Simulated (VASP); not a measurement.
Data:

```xyz
6
Lattice="-2.8658 5.2903 2.7622 2.8658 -5.2903 2.7622 2.8658 5.2903 -2.7622" Properties=species:S:1:pos:R:3 pbc="T T T"
Be     2.8658     5.2903    -1.3811
Be     2.8658     5.2903     1.3811
Br     1.1977     1.1970     0.0000
Br     1.6681     4.0934     2.7622
Br     1.1977    -1.1970     2.7622
Br     1.6681     6.4873     0.0000
```

All values below come from PBEsol GGA, VASP's PBE PAW potentials (set 64) (plane waves; VASP). Numerical set-up: 400 eV cut-off, 6×6×6 Γ-centred mesh, tetrahedra with Blöchl corrections, potentials Be Br.

Without a dispersion term in the relaxation, distances and binding between the weakly bound layers, chains or molecules are unreliable, and so is what depends on them.

**Question.** What does the run give for the energy per atom (σ→0)?

**Answer.** 
* **energy per atom (σ→0)**: -3.576 eV/atom

The absolute energy has meaning only against runs of the same code, potentials and settings.

The structure comes from a computed database's BeBr2 entry (Ibam); how it stands against other phases isn't given here. It was relaxed first.
